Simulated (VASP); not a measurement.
# A VASP study of AlCo (LDA): structure first, properties next, part 2 of 2

Aim: relax AlCo, then compute properties on the relaxed cell. Left out of this account: 1 further run (relaxation: it shows nothing beyond the runs told). The start is a computed cell from the Materials Project.

VASP 6.6.1, plane waves and PAW; the level of theory is named at each step.

Still holding for the runs below: This run allows spin, but its moments start at zero, where symmetry between the spins tends to hold them, although Co can carry a moment.

So far. Step 10 (Band structure (LDA)): There is no gap at this level. Step 10 (Band structure (LDA)): Of the bands kept, 2 cross the Fermi level on this path. The relaxed cell has a = 2.794 Å (conventional setting).

**11. Total and projected DOS (LDA)**

Here the states are counted by energy and projected on the atoms. The mesh is finer than in the run before.

File INCAR:

```
SYSTEM = AlCo
PREC = Accurate
ENCUT = 400
EDIFF = 1E-06
NELM = 100
ISMEAR = -5
SIGMA = 0.2
LREAL = .FALSE.
ALGO = Normal
GGA = CA
NBANDS = 19
ISPIN = 2
MAGMOM = -0 0
LASPH = .TRUE.
LMAXMIX = 4
LORBIT = 11
LWAVE = .FALSE.
LCHARG = .FALSE.
KPAR = 4
NEDOS = 2001
```

File POSCAR:

```
AlCo
1.0
    2.7936284366      0.0000000000      0.0000000000
    0.0000000000      2.7936284366      0.0000000000
    0.0000000000      0.0000000000      2.7936284366
Al Co
1 1
Direct
    0.0000000000      0.0000000000      0.0000000000
    0.5000000000      0.5000000000      0.5000000000
```

File KPOINTS:

```
Automatic mesh
0
Gamma
14 14 14
0 0 0
```

PAW data sets: Al and Co (LDA family, release 64).

Run with:

```sh
$ mpirun -np 4 vasp_std
```

Elapsed: 6.2 s, on 4 MPI ranks of AMD EPYC 9R45, shared host; peak memory 0.55 GiB; 23 s of CPU time.

With tetrahedra the forces and stress of a metal are not exact derivatives of the energy.

This step gave:

- SCF cycles: 13
- irreducible k-points: 120
- pressure: 0.05431 GPa
- DOS at the Fermi level: 0.6432 states/eV/cell

The density of states has structure finer than the step of the table below, so its rows give means over 0.5 eV, whole bins alone (the curve runs from -12.0 to 7.90 eV). Peaks (eV: height): total -3.01: 2.95, -1.55: 7.03, 0.16: 2.19; Co d -3.01: 1.92, -1.55: 6.14, 0.16: 1.78; Co p -3.91: 0.109, -2.93: 0.181, -1.47: 0.111, 3.75: 0.111; Al p -3.91: 0.192, -3.01: 0.171, -1.63: 0.100, 6.60: 0.130; Co s -3.99: 0.103, -1.63: 0.064, 0.16: 0.0942, 3.42: 0.104.

States under -12.0 eV and over 7.9 eV are left out; both spin channels agree and are summed. Density of states against energy, zero at the Fermi level; means over each step; values in states/eV/cell:

| energy (eV) | total | Co d | Co p | Al p | Co s | Al s |
| --- | --- | --- | --- | --- | --- | --- |
| -11.5 | 0.0114 | 0 | 7.3e-5 | 0 | 0.00346 | 0.00250 |
| -11.0 | 0.0891 | 0 | 0.00153 | 7.5e-4 | 0.0262 | 0.0192 |
| -10.5 | 0.141 | 1.7e-4 | 0.00447 | 0.00221 | 0.0389 | 0.0294 |
| -10.0 | 0.180 | 0.00108 | 0.00841 | 0.00410 | 0.0466 | 0.0365 |
| -9.5 | 0.216 | 0.00235 | 0.0130 | 0.00645 | 0.0516 | 0.0422 |
| -9.0 | 0.252 | 0.00454 | 0.0185 | 0.00908 | 0.0554 | 0.0477 |
| -8.5 | 0.286 | 0.00821 | 0.0246 | 0.0121 | 0.0569 | 0.0525 |
| -8.0 | 0.328 | 0.0140 | 0.0323 | 0.0151 | 0.0573 | 0.0589 |
| -7.5 | 0.380 | 0.0231 | 0.0435 | 0.0174 | 0.0527 | 0.0699 |
| -7.0 | 0.454 | 0.0409 | 0.0574 | 0.0197 | 0.0457 | 0.0866 |
| -6.5 | 0.518 | 0.0777 | 0.0583 | 0.0262 | 0.0444 | 0.0892 |
| -6.0 | 0.608 | 0.139 | 0.0540 | 0.0346 | 0.0461 | 0.0899 |
| -5.5 | 0.650 | 0.195 | 0.0453 | 0.0430 | 0.0469 | 0.0754 |
| -5.0 | 0.585 | 0.185 | 0.0425 | 0.0515 | 0.0524 | 0.0387 |
| -4.5 | 0.709 | 0.246 | 0.0530 | 0.0659 | 0.0671 | 0.0249 |
| -4.0 | 1.63 | 0.779 | 0.0911 | 0.152 | 0.0884 | 0.0236 |
| -3.5 | 1.56 | 0.940 | 0.0764 | 0.107 | 0.0264 | 0.0126 |
| -3.0 | 2.49 | 1.64 | 0.144 | 0.142 | 0.00315 | 0.00127 |
| -2.5 | 1.56 | 1.17 | 0.0687 | 0.0517 | 0.0106 | 2.6e-4 |
| -2.0 | 2.66 | 2.23 | 0.0492 | 0.0514 | 0.0268 | 0.00179 |
| -1.5 | 5.34 | 4.66 | 0.0927 | 0.0660 | 0.0424 | 0.00343 |
| -1.0 | 2.60 | 2.28 | 0.0761 | 0.0227 | 0.0140 | 0.00176 |
| -0.5 | 0.448 | 0.321 | 0.0403 | 0.00931 | 0.00682 | 0.00113 |
| 0.0 | 0.989 | 0.776 | 0.0479 | 0.0309 | 0.0311 | 0.00211 |
| 0.5 | 1.21 | 0.843 | 0.0844 | 0.0554 | 0.0465 | 0.00789 |
| 1.0 | 0.709 | 0.399 | 0.0825 | 0.0474 | 0.0229 | 0.00778 |
| 1.5 | 0.513 | 0.242 | 0.0760 | 0.0423 | 0.0132 | 0.00652 |
| 2.0 | 0.346 | 0.142 | 0.0566 | 0.0338 | 0.00785 | 0.00478 |
| 2.5 | 0.243 | 0.0850 | 0.0389 | 0.0246 | 0.0137 | 0.00340 |
| 3.0 | 0.455 | 0.138 | 0.0660 | 0.0198 | 0.0712 | 0.00809 |
| 3.5 | 0.755 | 0.250 | 0.0945 | 0.0340 | 0.0961 | 0.0367 |
| 4.0 | 0.848 | 0.288 | 0.0947 | 0.0538 | 0.0695 | 0.0647 |
| 4.5 | 0.843 | 0.263 | 0.0823 | 0.0585 | 0.0473 | 0.105 |
| 5.0 | 0.761 | 0.214 | 0.0787 | 0.0634 | 0.0372 | 0.0885 |
| 5.5 | 0.752 | 0.190 | 0.0766 | 0.0717 | 0.0403 | 0.0803 |
| 6.0 | 0.809 | 0.195 | 0.0776 | 0.0962 | 0.0444 | 0.0665 |
| 6.5 | 0.921 | 0.197 | 0.0950 | 0.127 | 0.0476 | 0.0590 |
| 7.0 | 0.896 | 0.174 | 0.0930 | 0.124 | 0.0499 | 0.0479 |
| 7.5 | 0.862 | 0.151 | 0.0917 | 0.117 | 0.0506 | 0.0398 |

The finer mesh and the other smearing move the Fermi level by +0.00 eV from the 9×9×9 run, a small shift, which tests the Fermi level alone. Of the states within 0.3 eV of the Fermi level, the largest shares in the PAW spheres are Co d 78 %. The rest lies in smaller channels or between the spheres.

**12. Independent-particle dielectric function (LDA)**

LOPTICS sums transitions from filled to empty bands. NBANDS is raised for it.

Edit INCAR of step 11 so:

```diff
@@ -5,3 +5,3 @@
 NELM = 100
-ISMEAR = -5
+ISMEAR = 1
 SIGMA = 0.2
@@ -10,3 +10,3 @@
 GGA = CA
-NBANDS = 19
+NBANDS = 22
 ISPIN = 2
@@ -19,2 +19,4 @@
 KPAR = 4
-NEDOS = 2001
+LOPTICS = .TRUE.
+NEDOS = 1500
+CSHIFT = 0.1
```

POSCAR is that of step 11.

KPOINTS is that of step 11.

Run with:

```sh
$ mpirun -np 4 vasp_std
```

It took 7 s on 4 MPI ranks; peak memory 0.78 GiB; 26 s of CPU time.

These are independent-particle spectra without excitons or local fields, and fine structure depends on the mesh and on CSHIFT. The intraband (Drude) part is not in this spectrum.

This step gave:

```
SCF cycles              : 12
bands                   : 22
energy at zero smearing : -13.71 eV
Fermi energy            : 11.13 eV
pressure                : 0.1008 GPa
```

The imaginary dielectric function, xx has structure finer than the step of the table below, so its rows give means over 1 eV, whole bins alone (the curve runs from 0 to 25.0 eV). Peaks (eV: height): 0.4: 57.0, 5.1: 16.0.

Imaginary dielectric function, xx against photon energy; means over each step:

| photon energy (eV) | imaginary dielectric function, xx |
| --- | --- |
| 1 | 28.6 |
| 2 | 16.6 |
| 3 | 8.82 |
| 4 | 5.16 |
| 5 | 10.8 |
| 6 | 8.84 |
| 7 | 9.52 |
| 8 | 6.66 |
| 9 | 6.23 |
| 10 | 4.00 |
| 11 | 2.93 |
| 12 | 2.08 |
| 13 | 1.56 |
| 14 | 1.16 |
| 15 | 0.908 |
| 16 | 0.899 |
| 17 | 0.692 |
| 18 | 0.659 |
| 19 | 0.660 |
| 20 | 0.559 |
| 21 | 0.487 |
| 22 | 0.438 |
| 23 | 0.384 |
| 24 | 0.293 |

Real dielectric function, xx against photon energy:

| photon energy (eV) | real dielectric function, xx |
| --- | --- |
| 0 | 82.9 |
| 1 | 6.75 |
| 2 | -0.0417 |
| 3 | 0.195 |
| 4 | 4.40 |
| 5 | 9.43 |
| 6 | 1.26 |
| 7 | -0.820 |
| 8 | -2.51 |
| 9 | -2.21 |
| 10 | -2.63 |
| 11 | -1.98 |
| 12 | -2.05 |
| 13 | -1.64 |
| 14 | -1.07 |
| 15 | -0.822 |
| 16 | -0.642 |
| 17 | -0.391 |
| 18 | -0.226 |
| 19 | -0.158 |
| 20 | -0.141 |
| 21 | -0.0140 |
| 22 | 0.0278 |
| 23 | 0.0785 |
| 24 | 0.140 |

**13. Summary of results**

| Property | Result |
| --- | --- |
| relaxed volume | 10.90 Å³/atom |
| relaxed conventional cell a, b, c | 2.794, 2.794, 2.794 Å |
| space group after relaxing, within 0.02 Å | Pm-3m (No. 221) |
| moment of the cell | 0 μB |
| band gap | none, a metal |
| DOS at the Fermi level | 0.643 states/eV/cell |

With LDA, AlCo relaxes to 10.90 Å³/atom in space group Pm-3m (held by the symmetry of the run) and comes out as a metal. Band structure (LDA): Of the bands kept, 2 cross the Fermi level on this path. The k-sampling is coarse for a metal, so the Fermi level, pressures and the shape of the cell carry errors. No search among competing phases was made, and a listed structure need not be the one stable at ambient conditions. All values are for a static lattice at zero temperature.

[Lines on the potential files, build, host, timing and source positions are cut from VASP's logs without a mark.]

[Logs are printed without paths, hosts, clocks, repeated set-up lines and the standing remarks that a program may print on its own settings, such as how far it seeks lower states.]

[Hosts, paths, dates, database ids (printed as entryN), source tags and the programs' standing remarks are cut or masked in the printed files.]

[A measured line is paired with the nearest computed mode of its activity, which favours agreement.]
